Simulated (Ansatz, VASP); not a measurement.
## Ti2SnTe2 in VASP and in Ansatz

```
Ti Sn Te
1.0
     1.94896    1.12523    9.82962
    -1.94896    1.12523    9.82962
     0.00000   -2.25047    9.82962
Ti Sn Te
2 1 2
Direct
  0.39049 0.39049 0.39049
  0.60951 0.60951 0.60951
  0.00000 0.00000 0.00000
  0.77834 0.77834 0.77834
  0.22166 0.22166 0.22166
```

Alike in both runs: functional PBE; k mesh 5 × 5 × 5; occupations gaussian, width 0.2 eV; no spin polarisation.

Ansatz relaxed the structure, and its values are those at the end. VASP's run is a single point on that final structure, the one shown.

|  | VASP | Ansatz |
| --- | --- | --- |
| version | VASP 6.6.1 | Ansatz 0.2.0 |
| potentials or method | VASP PAW PBE potentials, release 64 (Ti_sv, Sn_d, Te) | scalar-relativistic, plane waves, PAW |
| plane-wave cutoff (eV) | 520 | 420 |
| valence electrons in the cell | 50 | 70 |

Ansatz gave:

* gap on the k mesh at the Fermi level (eV): none
* pressure (GPa): -0.2
* rms of the force components (eV/Å): 0.019

Estimate VASP's values.

gap on the k mesh at the Fermi level (eV): none; pressure (GPa): -0.2; rms of the force components (eV/Å): 0.022.

A gap of «none» marks a metal or a gap that the smearing closes. The functional is the same, so the differences come from potentials, cutoffs and numerics. The two sets of potentials don't hold the same shells in valence.

Caveats: the k mesh is coarse (spacing up to 0.37 Å⁻¹), so the values aren't converged. The runs have no spin-orbit coupling, so splittings on Te are missing.
